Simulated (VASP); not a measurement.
```yaml
crystal:
  lattice:
    - [0.00000, 2.76675, 2.76675]
    - [2.76675, 0.00000, 2.76675]
    - [2.76675, 2.76675, 0.00000]
  atoms:
    - { symbol: Ba, position: [0.00000, 0.00000, 0.00000] }
    - { symbol: O, position: [0.50000, 0.50000, 0.50000] }
```

Calculation: PBEsol GGA, VASP's PBE PAW potentials (set 64) (plane waves; VASP). Settings: 520 eV cut-off, Gaussian smearing of 0.050 eV, potentials Ba_sv O.

Unless said otherwise, spin-orbit coupling is left out, though it shifts the bands of the heavy elements here.

### Question
Give the energies of bands 6 to 11 at the high-symmetry points, in eV from the valence-band maximum.

### Answer

| band | Γ | X | U | L | W |
|---|---|---|---|---|---|
| 6 | -0.36 | -0.17 | -0.97 | -2.07 | -1.37 |
| 7 | -0.36 | -0.17 | -0.76 | -1.52 | -0.21 |
| 8 | -0.36 | 0.00 | -0.15 | -1.52 | -0.21 |
| 9 | 3.38 | 1.86 | 3.33 | 4.86 | 4.53 |
| 10 | 4.63 | 5.94 | 6.49 | 7.16 | 4.53 |
| 11 | 4.63 | 8.91 | 6.98 | 7.16 | 6.83 |

The gap is direct, 1.86 eV, from the valence maximum at X to the conduction minimum at X.

Measured: gap 4.40 eV (computed value off by -2.54 eV), as given by Abedi et al., (2022), arXiv:2211.14644.

The compound is BaO in the rock salt structure. It was relaxed first.
